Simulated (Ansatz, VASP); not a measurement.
# Os (Osmium): VASP beside Ansatz

Wanted: the spread between two codes on one cell, functional and k mesh. The cell is taken from a series of runs on this material, whose earlier steps may have relaxed, scaled, displaced or heated it; both programs get it as it stands.

Program: Ansatz 0.2.0. Level of theory: plane waves, with VASP 6.6.1 beside it; zone-centre phonons at PBE. Results are calculated unless marked as measured.

### 1. The starting structure

It takes space group P6_3/mmc (No. 194, hexagonal). Conventional cell: a = 2.752 Å, b = 2.752 Å, c = 4.353 Å, α = 90.00°, β = 90.00°, γ = 120.00°. Os has 12 Os at 2.69 to 2.75 Å nearest.

As a file:

```xyz
2
Lattice="2.7516 0.0000 0.0000 -1.3758 2.3830 0.0000 0.0000 0.0000 4.3531" Properties=species:S:1:pos:R:3 pbc="T T T"
Os    0.0000    1.5886    1.0883
Os    1.3758    0.7943    3.2648
```

### 2. VASP: zone-centre phonons, PBE

Second derivatives magnify differences that forces hide, and they need a tight electronic threshold.

Lines of VASP's logs that name or quote its potential files are left out, and so is its time.

File INCAR:

```
SYSTEM = Os
PREC = Accurate
ENCUT = 600
EDIFF = 1E-08
NELM = 120
ISMEAR = 1
SIGMA = 0.2
LREAL = .FALSE.
ALGO = Normal
GGA = PE
NBANDS = 14
LASPH = .TRUE.
LORBIT = 11
LWAVE = .FALSE.
LCHARG = .FALSE.
ISIF = 2
IBRION = 8
GGA_COMPAT = .FALSE.
KPAR = 2
```

File POSCAR:

```
Os
1.0
    2.7516208293      0.0000000000      0.0000000000
   -1.3758104146      2.3829735397      0.0000000000
    0.0000000000      0.0000000000      4.3530935351
Os
2
Direct
    0.3333333333      0.6666666667      0.2500000000
    0.6666666667      0.3333333333      0.7500000000
```

File KPOINTS:

```
Automatic mesh
0
Gamma
6 6 4
0 0 0
```

The projector-augmented-wave data sets are Os (PBE family, release 64).

Started as:

```
$ mpirun -np 2 vasp_std
```

Numbers of over 12 decimals in the logs are rounded to 6 here.

Log:

```text
[banner, memory and clock lines left out]
running    2 mpi-ranks, on    1 nodes
 distrk:  each k-point on    1 cores,    2 groups
 distr:  one band on    1 cores,    1 groups

 POSCAR found type information on POSCAR Os
 POSCAR found :  1 types and       2 ions
 LDA part: xc-table for (Slater+PW92), standard interpolation
 POSCAR, INCAR and KPOINTS ok, starting setup
 FFT: planning ... GRIDC
 FFT: planning ... GRID_SOFT
 FFT: planning ... GRID
 WAVECAR not read
 entering main loop
       N       E                     dE             d eps       ncg     rms          rms(c)
DAV:   1     0.116727312259E+03    0.11673E+03   -0.81936E+03   588   0.123E+03
DAV:   2    -0.171386228815E+02   -0.13387E+03   -0.11862E+03   600   0.361E+02
DAV:   3    -0.237998935932E+02   -0.66613E+01   -0.63643E+01   798   0.691E+01
DAV:   4    -0.238731360266E+02   -0.73242E-01   -0.73086E-01   594   0.784E+00
DAV:   5    -0.238735839538E+02   -0.44793E-03   -0.44789E-03   804   0.561E-01    0.222E+01
DAV:   6    -0.227605280498E+02    0.11131E+01   -0.10392E+00   720   0.896E+00    0.994E+00
DAV:   7    -0.224306666233E+02    0.32986E+00   -0.71476E-01   734   0.732E+00    0.422E-01
DAV:   8    -0.224242105085E+02    0.64561E-02   -0.60874E-03   588   0.591E-01    0.223E-01
DAV:   9    -0.224220551602E+02    0.21553E-02   -0.10754E-03   660   0.360E-01    0.545E-02
DAV:  10    -0.224220930403E+02   -0.37880E-04   -0.55877E-05   762   0.691E-02    0.105E-02
DAV:  11    -0.224220636695E+02    0.29371E-04   -0.54619E-06   630   0.252E-02    0.206E-03
DAV:  12    -0.224220627358E+02    0.93367E-06   -0.14521E-07   720   0.428E-03    0.102E-03
DAV:  13    -0.224220625574E+02    0.17843E-06   -0.32275E-09   444   0.483E-04    0.152E-04
DAV:  14    -0.224220624727E+02    0.84664E-07   -0.77587E-10   342   0.336E-04    0.198E-04
DAV:  15    -0.224220624336E+02    0.39068E-07   -0.17578E-10   348   0.115E-04    0.207E-05
DAV:  16    -0.224220624362E+02   -0.25746E-08   -0.34825E-11   342   0.920E-05
   1 F= -.22422062E+02 E0= -.22421978E+02  d E =-.251818E-03
 Linear response reoptimize wavefunctions to high precision
DAV:   1    -0.224220624354E+02    0.76170E-09   -0.50876E-12   348   0.207E-05
DAV:   2    -0.224220624354E+02    0.29104E-10    0.64021E-13   336   0.108E-05
 Linear response DOF=           2
 Linear response progress:
  Degree of freedom:   1/  2
       N       E                     dE             d eps       ncg     rms          rms(c)
RMM:   1    -0.192743028253E+00   -0.19274E+00   -0.11106E-01  2807   0.249E+00
RMM:   2    -0.189446530553E+00    0.32965E-02   -0.15906E-03  2211   0.516E-01    0.154E-01
RMM:   3    -0.188225522129E+00    0.12210E-02   -0.50723E-04  2582   0.158E-01    0.873E-02
RMM:   4    -0.187505157217E+00    0.72036E-03   -0.75286E-04  2594   0.184E-01    0.132E-02
RMM:   5    -0.187519139235E+00   -0.13982E-04   -0.77905E-06  2705   0.230E-02    0.109E-02
RMM:   6    -0.187535671726E+00   -0.16532E-04   -0.27334E-06  2563   0.120E-02    0.377E-03
RMM:   7    -0.187520710700E+00    0.14961E-04   -0.68225E-07  2708   0.593E-03    0.960E-04
RMM:   8    -0.187517974113E+00    0.27366E-05   -0.71817E-08  2611   0.170E-03    0.127E-04
RMM:   9    -0.187516778138E+00    0.11960E-05    0.22591E-09  2784   0.245E-04    0.541E-05
RMM:  10    -0.187516079225E+00    0.69891E-06    0.13565E-09  2698   0.105E-04    0.892E-06
RMM:  11    -0.187516064398E+00    0.14827E-07   -0.96657E-10  2701   0.194E-05    0.181E-06
RMM:  12    -0.187516063592E+00    0.80623E-09   -0.65502E-10  2586   0.451E-06    0.363E-07
 first order change of Fermi-energy  -0.40349E-04
 force on displaced ion       1 direction 1 :  -8.521   0.008   0.000
 Linear response progress:
  Degree of freedom:   2/  2
       N       E                     dE             d eps       ncg     rms          rms(c)
RMM:   1    -0.245025464560E+00   -0.24503E+00   -0.13923E-01  1163   0.263E+00
RMM:   2    -0.238194981971E+00    0.68305E-02   -0.10848E-02   879   0.714E-01    0.175E-01
RMM:   3    -0.237140273244E+00    0.10547E-02   -0.92944E-04  1071   0.154E-01    0.101E-01
RMM:   4    -0.237374866856E+00   -0.23459E-03   -0.17195E-03  1054   0.132E-01    0.855E-02
RMM:   5    -0.237153115904E+00    0.22175E-03    0.79920E-04  1052   0.638E-02    0.918E-03
RMM:   6    -0.237269996004E+00   -0.11688E-03    0.31920E-05  1094   0.944E-03    0.434E-03
RMM:   7    -0.237283243897E+00   -0.13248E-04    0.22742E-05  1055   0.560E-03    0.456E-04
RMM:   8    -0.237283699126E+00   -0.45523E-06   -0.46285E-06  1091   0.743E-04    0.212E-04
RMM:   9    -0.237280543369E+00    0.31558E-05   -0.14829E-07  1093   0.244E-04    0.419E-05
RMM:  10    -0.237280406295E+00    0.13707E-06    0.51853E-07  1014   0.911E-05    0.745E-06
RMM:  11    -0.237280472534E+00   -0.66239E-07    0.18658E-08  1119   0.342E-05    0.374E-06
RMM:  12    -0.237280469640E+00    0.28934E-08   -0.41050E-08  1049   0.151E-05    0.736E-07
 first order change of Fermi-energy   0.14837E-03
 force on displaced ion       1 direction 3 :   0.000  -0.000 -13.639
 Linear response finished
```

OUTCAR, selected parts (step 2):

```text
ion  position               nearest neighbor table
   1  0.333  0.667  0.250-   2 2.69   2 2.69   2 2.69   2 2.69   2 2.69   2 2.69
   2  0.667  0.333  0.750-   1 2.69   1 2.69   1 2.69   1 2.69   1 2.69   1 2.69

  LATTYP: Found a hexagonal cell.
 ALAT       =     2.7516208293
 C/A-ratio  =     1.5820106785

 Subroutine GETGRP returns: Found 24 space group operations
 (whereof 12 operations were pure point group operations)

The static configuration has the point symmetry D_3d.
 The point group associated with its full space group is D_6h.

 Found     21 irreducible k-points:

   k-points           NKPTS =     21   k-points in BZ     NKDIM =     21   number of bands    NBANDS=     14

   dimension x,y,z NGX =    24 NGY =   24 NGZ =   36
   dimension x,y,z NGXF=    48 NGYF=   48 NGZF=   72

   ENCUT  =  600.0 eV  44.10 Ry    6.64 a.u.   5.50  5.50  8.69*2*pi/ulx,y,z

   NELECT =      16.0000    total number of electrons

 k-points in reciprocal lattice and weights: Automatic mesh
   0.00000000  0.00000000  0.00000000       0.007
   0.16666667  0.00000000  0.00000000       0.042
   0.33333333  0.00000000  0.00000000       0.042
   0.50000000  0.00000000  0.00000000       0.021
   0.16666667  0.16666667  0.00000000       0.042
   0.33333333  0.16666667  0.00000000       0.083
   0.33333333  0.33333333  0.00000000       0.014
   0.00000000  0.00000000  0.25000000       0.014
   0.16666667  0.00000000  0.25000000       0.083
[...]
0.33333333  0.16666667  0.50000000       0.083
   0.33333333  0.33333333  0.50000000       0.014

 average (electrostatic) potential at core
       1 -43.5683       2 -43.5683

  Total        0.5538860      0.5538860     -0.7375256      0.0000000      0.0000000      0.0000000
  in kB       31.0903167     31.0903167    -41.3982417      0.0000000      0.0000000      0.0000000
  external PRESSURE =       6.9274639 kB  Pullay stress =       0.0000000 kB

  energy-cutoff  :      600.00
  volume of cell :       28.54
      direct lattice vectors                 reciprocal lattice vectors
     2.751620829  0.000000000  0.000000000     0.363422165  0.209821885  0.000000000
    -1.375810415  2.382973540  0.000000000     0.000000000  0.419643770  0.000000000
     0.000000000  0.000000000  4.353093535     0.000000000  0.000000000  0.229721689

 POSITION                                       TOTAL-FORCE (eV/Angst)
 -----------------------------------------------------------------------------------
     -0.00000      1.58865      1.08827        -0.000000      0.000000      0.000000
      1.37581      0.79432      3.26482         0.000000      0.000000      0.000000
 -----------------------------------------------------------------------------------
    total drift:                               -0.000000      0.000000     -0.000000

 Eigenvectors and eigenvalues of the dynamical matrix
 ----------------------------------------------------

   1 f  =    5.920399 THz    37.198961 2PiTHz  197.483239 cm-1    24.484790 meV
             X         Y         Z           dx          dy          dz
     -0.000000  1.588649  1.088273     0.000000    0.000000   -0.707107
      1.375810  0.794325  3.264820    -0.000000   -0.000000    0.707107

   2 f  =    4.679685 THz    29.403327 2PiTHz  156.097482 cm-1    19.353612 meV
             X         Y         Z           dx          dy          dz
     -0.000000  1.588649  1.088273    -0.660897   -0.251426    0.000000
      1.375810  0.794325  3.264820     0.660897    0.251426    0.000000

   3 f  =    4.679685 THz    29.403327 2PiTHz  156.097482 cm-1    19.353612 meV
             X         Y         Z           dx          dy          dz
     -0.000000  1.588649  1.088273    -0.251426    0.660897   -0.000000
      1.375810  0.794325  3.264820     0.251426   -0.660897   -0.000000

   4 f  =    0.000000 THz     0.000001 2PiTHz    0.000003 cm-1     0.000000 meV
             X         Y         Z           dx          dy          dz
     -0.000000  1.588649  1.088273     0.122063   -0.691902    0.079830
      1.375810  0.794325  3.264820     0.122063   -0.691902    0.079830

   5 f  =    0.000000 THz     0.000000 2PiTHz    0.000002 cm-1     0.000000 meV
             X         Y         Z           dx          dy          dz
     -0.000000  1.588649  1.088273     0.021959   -0.077183   -0.702539
      1.375810  0.794325  3.264820     0.021959   -0.077183   -0.702539

   6 f/i=    0.000000 THz     0.000000 2PiTHz    0.000002 cm-1     0.000000 meV
             X         Y         Z           dx          dy          dz
     -0.000000  1.588649  1.088273     0.696145    0.123754    0.008163
      1.375810  0.794325  3.264820     0.696145    0.123754    0.008163

 ELASTIC MODULI CONTR FROM IONIC RELAXATION (kBar)
 Direction    XX          YY          ZZ          XY          YZ          ZX
 --------------------------------------------------------------------------------
 XX         -18.0613     18.0613     -0.0000     -0.0000     -0.0000      0.0000
 YY          18.0613    -18.0613     -0.0000     -0.0000     -0.0000      0.0000
 ZZ          -0.0000     -0.0000     -0.0000     -0.0000     -0.0000      0.0000
 XY          -0.0000     -0.0000     -0.0000    -18.0613     -0.0000      0.0000
 YZ          -0.0000     -0.0000     -0.0000     -0.0000     -0.0000      0.0000
 ZX           0.0000      0.0000      0.0000      0.0000      0.0000     -0.0000
 --------------------------------------------------------------------------------
```

(Part 1 of 2 ends here.)

[Lines on the potential files, build, host, timing and source positions are cut from VASP's logs without a mark.]

[Logs are printed without paths, hosts, clocks, repeated set-up lines and the standing remarks that a program may print on its own settings, such as how far it seeks lower states.]

[Hosts, paths, dates, database ids (printed as entryN), source tags and the programs' standing remarks are cut or masked in the printed files.]
